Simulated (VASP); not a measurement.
```
CELL_PARAMETERS angstrom
      0.00000     2.46425     2.46425
      2.46425     0.00000     2.46425
      2.46425     2.46425     0.00000
ATOMIC_POSITIONS crystal
  Pb 0.00000 0.00000 0.00000
```

Calculation: PBEsol GGA, VASP's PBE PAW potentials (set 64) (plane waves; VASP 6.6.1). Numerical set-up: 400 eV cut-off, 14×14×14 Γ-centred mesh, tetrahedra with Blöchl corrections, potentials Pb_d.

Unless said otherwise, spin-orbit coupling is left out, though it shifts the bands of the heavy elements here.

**Question.** Predict the energy per atom (σ→0), band gap (on the k-mesh) with the smallest direct gap where there is one.

**Answer.** 
```yaml
band gap (on the k-mesh): none (metal, semimetal or under 0.01 eV)
energy per atom (σ→0): -4.000 eV/atom
```

Total energies compare only between runs with the same potentials, cut-off and functional.

The compound is Pb in the fcc structure. It was relaxed first.
